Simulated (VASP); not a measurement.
Calculation: r2SCAN meta-GGA, VASP's PBE PAW potentials (set 64) (plane waves; VASP 6.6.1).

A VASP calculation is set up with these files.

INCAR:
```
LASPH = T   # aspherical one-centre terms
EDIFF = 1E-6   # SCF stop (eV)
LCHARG = F
EDIFFG = -0.01
METAGGA = R2SCAN
NELM = 100   # most electronic steps
LWAVE = F
IBRION = 2
ALGO = Normal   # blocked Davidson
LREAL = F   # projection in real space or not
LMAXMIX = 6
LMIXTAU = T
SIGMA = 0.1   # width (eV)
SYSTEM = Nd
NSW = 60
ISIF = 3
PREC = Accurate
ISMEAR = 1   # Methfessel-Paxton
ENCUT = 400   # plane-wave cut-off (eV)
```

### KPOINTS
```
Regular mesh
0
Gamma
10 10 10
```

File POSCAR:
```
Nd
1
    3.3709170000     0.0000000000     0.0000000000
    0.0000000000     3.3709170000     0.0000000000
    0.0000000000     0.0000000000     3.3709170000
Nd
1
Direct
  0.0000000000   0.0000000000   0.0000000000
```

POTCAR, in this order: Nd_3 (PBE.64 set). Program: vasp_std.

The resulting files:

### OSZICAR
```
       N       E                     dE             d eps       ncg     rms          rms(c)
DAV:   1     0.275463367309E+02    0.27546E+02   -0.49442E+03  1032   0.904E+02
DAV:   2    -0.309000634217E+02   -0.58446E+02   -0.57664E+02  1068   0.208E+02
DAV:   3    -0.326019028867E+02   -0.17018E+01   -0.16209E+01  1491   0.313E+01
DAV:   4    -0.326454214086E+02   -0.43519E-01   -0.43195E-01  1356   0.421E+00
DAV:   5    -0.326462717802E+02   -0.85037E-03   -0.84922E-03  1543   0.412E-01    0.303E+00
DAV:   6    -0.283628604288E+02    0.42834E+01   -0.11559E+00  1220   0.906E+00    0.248E+00
DAV:   7    -0.287671106593E+02   -0.40425E+00   -0.64094E-01  1166   0.516E+00    0.219E+00
DAV:   8    -0.286600069003E+02    0.10710E+00   -0.12905E-01  1065   0.208E+00    0.180E+00
DAV:   9    -0.286554819967E+02    0.45249E-02   -0.93609E-02  1036   0.349E+00    0.860E-01
DAV:  10    -0.287760759506E+02   -0.12059E+00   -0.16563E-01  1041   0.237E+00    0.160E-01
DAV:  11    -0.287762652297E+02   -0.18928E-03   -0.21784E-03  1315   0.313E-01    0.146E-01
DAV:  12    -0.287764204400E+02   -0.15521E-03   -0.15868E-04  1158   0.115E-01    0.163E-01
DAV:  13    -0.287772780361E+02   -0.85760E-03   -0.25268E-03  1067   0.379E-01    0.755E-02
DAV:  14    -0.287772281118E+02    0.49924E-04   -0.18427E-04  1124   0.136E-01    0.626E-02
DAV:  15    -0.287767664564E+02    0.46166E-03   -0.40648E-04  1030   0.178E-01    0.284E-02
DAV:  16    -0.287767626154E+02    0.38410E-05   -0.49305E-05  1309   0.568E-02    0.106E-02
DAV:  17    -0.287767552150E+02    0.74004E-05   -0.17582E-05  1040   0.416E-02    0.603E-03
DAV:  18    -0.287767500053E+02    0.52098E-05   -0.10353E-05  1297   0.248E-02    0.267E-03
DAV:  19    -0.287767496337E+02    0.37157E-06   -0.72814E-07   589   0.820E-03
   1 F= -.28776750E+02 E0= -.28777190E+02  d E =-.287767E+02
       N       E                     dE             d eps       ncg     rms          rms(c)
DAV:   1    -0.293618965628E+02   -0.58515E+00   -0.17073E+01  1167   0.422E+01    0.413E+00
DAV:   2    -0.288728916117E+02    0.48900E+00   -0.11877E+00  1155   0.113E+01    0.186E+00
DAV:   3    -0.287436959369E+02    0.12920E+00   -0.72042E-01  1329   0.711E+00    0.669E-01
DAV:   4    -0.287848098400E+02   -0.41114E-01   -0.30817E-02  1031   0.207E+00    0.467E-01
DAV:   5    -0.287851067095E+02   -0.29687E-03   -0.17146E-02  1359   0.126E+00    0.297E-01
DAV:   6    -0.288017234069E+02   -0.16617E-01   -0.15003E-02  1572   0.107E+00    0.149E-01
DAV:   7    -0.288026267786E+02   -0.90337E-03   -0.13313E-03  1271   0.299E-01    0.110E-01
DAV:   8    -0.288035631096E+02   -0.93633E-03   -0.91833E-04  1023   0.343E-01    0.156E-02
DAV:   9    -0.288035296285E+02    0.33481E-04   -0.12879E-04  1095   0.125E-01    0.149E-02
DAV:  10    -0.288035682115E+02   -0.38583E-04   -0.13487E-05  1138   0.387E-02    0.626E-03
DAV:  11    -0.288035724640E+02   -0.42525E-05   -0.14961E-05  1381   0.313E-02    0.220E-03
DAV:  12    -0.288035727589E+02   -0.29492E-06   -0.17699E-06   918   0.753E-03
   2 F= -.28803573E+02 E0= -.28803682E+02  d E =-.268231E-01
       N       E                     dE             d eps       ncg     rms          rms(c)
DAV:   1    -0.288156702634E+02   -0.12098E-01   -0.34632E-01  1181   0.608E+00    0.619E-01
DAV:   2    -0.288052617209E+02    0.10409E-01   -0.26291E-02  1196   0.162E+00    0.282E-01
DAV:   3    -0.288027408084E+02    0.25209E-02   -0.15883E-02  1191   0.104E+00    0.113E-01
DAV:   4    -0.288035685446E+02   -0.82774E-03   -0.71541E-04  1037   0.314E-01    0.827E-02
DAV:   5    -0.288035628846E+02    0.56600E-05   -0.39654E-04  1275   0.209E-01    0.491E-02
DAV:   6    -0.288040143806E+02   -0.45150E-03   -0.48744E-04  1379   0.207E-01    0.173E-02
DAV:   7    -0.288040292802E+02   -0.14900E-04   -0.63502E-05  1347   0.573E-02    0.171E-02
DAV:   8    -0.288040420629E+02   -0.12783E-04   -0.32168E-06  1078   0.192E-02    0.103E-02
DAV:   9    -0.288040542571E+02   -0.12194E-04   -0.77288E-06  1098   0.299E-02    0.245E-03
DAV:  10    -0.288040539160E+02    0.34110E-06   -0.48340E-07   584   0.638E-03
   3 F= -.28804054E+02 E0= -.28803971E+02  d E =-.273043E-01
       N       E                     dE             d eps       ncg     rms          rms(c)
DAV:   1    -0.288045231184E+02   -0.46886E-03   -0.13598E-02  1167   0.121E+00    0.124E-01
DAV:   2    -0.288041040683E+02    0.41905E-03   -0.10538E-03  1188   0.324E-01    0.567E-02
DAV:   3    -0.288040033781E+02    0.10069E-03   -0.64123E-04  1127   0.208E-01    0.229E-02
DAV:   4    -0.288040378035E+02   -0.34425E-04   -0.33192E-05  1034   0.666E-02    0.168E-02
DAV:   5    -0.288040404124E+02   -0.26089E-05   -0.16224E-05  1288   0.419E-02    0.103E-02
DAV:   6    -0.288040608366E+02   -0.20424E-04   -0.20001E-05  1379   0.419E-02    0.339E-03
DAV:   7    -0.288040617339E+02   -0.89732E-06   -0.26427E-06  1103   0.117E-02
   4 F= -.28804062E+02 E0= -.28803947E+02  d E =-.273121E-01
```

File OUTCAR:
```
------------------------ aborting loop because EDIFF is reached ----------------------------------------
  FORCE on cell =-STRESS in cart. coord.  units (eV):
  Direction    XX          YY          ZZ          XY          YZ          ZX
  --------------------------------------------------------------------------------------
  Total        0.0000494      0.0000494      0.0000494      0.0000000      0.0000000      0.0000000
  in kB        0.0022787      0.0022787      0.0022787      0.0000000      0.0000000      0.0000000
  external PRESSURE =       0.0022787 kB  Pullay stress =       0.0000000 kB
  volume of cell :       34.73
      direct lattice vectors                 reciprocal lattice vectors
     3.262482233 -0.000000000  0.000000000     0.306515079 -0.000000000  0.000000000
     0.000000000  3.262482233  0.000000000     0.000000000  0.306515079  0.000000000
    -0.000000000  0.000000000  3.262482233    -0.000000000  0.000000000  0.306515079
 POSITION                                       TOTAL-FORCE (eV/Angst)
 -----------------------------------------------------------------------------------
      0.00000      0.00000      0.00000         0.000000      0.000000      0.000000
 -----------------------------------------------------------------------------------
    total drift:                               -0.000000      0.000000      0.000000
  FREE ENERGIE OF THE ION-ELECTRON SYSTEM (eV)
  ---------------------------------------------------
  free  energy   TOTEN  =       -28.8040617339 eV

  energy  without entropy=      -28.8037178307  energy(sigma->0) =      -28.80394710

 reached required accuracy - stopping structural energy minimisation
```
(Selected blocks of OUTCAR.)

CONTCAR:
```
Nd
   1.00000000000000
     3.2624822331851915   -0.0000000000000000    0.0000000000000000
     0.0000000000000000    3.2624822331851915    0.0000000000000000
    -0.0000000000000000    0.0000000000000000    3.2624822331851915
  Nd
     1
Direct
     0.0000000000000000    0.0000000000000000    0.0000000000000000
```

The 4f electrons are frozen in the core of the lanthanide potential, so 4f levels, which can set the real gap, and their magnetism are missing. Energy and stress use the plane-wave basis of the starting cell.

The structure was generated: Nd was put into the simple-cubic type (Pm-3m), which need not be its known phase. This run relaxes it. Symmetry was kept, so distortions that lower it aren't found.
